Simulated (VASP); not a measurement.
Here is the system:

```xyz
2
Lattice="0.0000 2.4061 2.4061 2.4061 0.0000 2.4061 2.4061 2.4061 0.0000" Properties=species:S:1:pos:R:3 pbc="T T T"
Ca     0.0000     0.0000     0.0000
O      2.4061     2.4061     2.4061
```

The numbers are results of LDA (Ceperley-Alder, Perdew-Zunger), VASP's LDA PAW potentials (set 64) (plane waves; VASP), not measurements. Settings: 520 eV cut-off, 10×10×10 Γ-centred mesh, Gaussian smearing of 0.050 eV, potentials Ca_sv O.

Give the stress tensor in GPa (positive for a compressed cell).

```
-6.58   0.00   0.00
 0.00  -6.58   0.00
 0.00   0.00  -6.58
```
The pressure is its mean diagonal, -6.58 GPa.

The compound is CaO in the rock salt structure. This cell is one point of a volume scan, at 1.06 of the reference volume.
